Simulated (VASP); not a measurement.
Input:

```
TiSe2
1.0
    1.72371    -2.98555     0.00000
    1.72371     2.98555     0.00000
    0.00000     0.00000     5.78302
Ti Se
1 2
Cartesian
  0.00000   0.00000   0.00000
  1.72371   0.99519   1.53463
  1.72371  -0.99519   4.24839
```

Calculation: LDA (Ceperley-Alder, Perdew-Zunger), VASP's LDA PAW potentials (set 64) (plane waves; VASP 6.6.1). Settings: 520 eV cut-off, Gaussian smearing of 0.050 eV, potentials Ti_sv Se.

Q: What does the run give for the band gap (along the path) with the smallest direct gap where there is one?

A: 
The band gap (along the path) is none (metal, semimetal or under 0.01 eV).

The absolute energy has meaning only against runs of the same code, potentials and settings.

The compound is TiSe2 in the 1T layered structure. It was relaxed first, which changed the volume by -9 %.
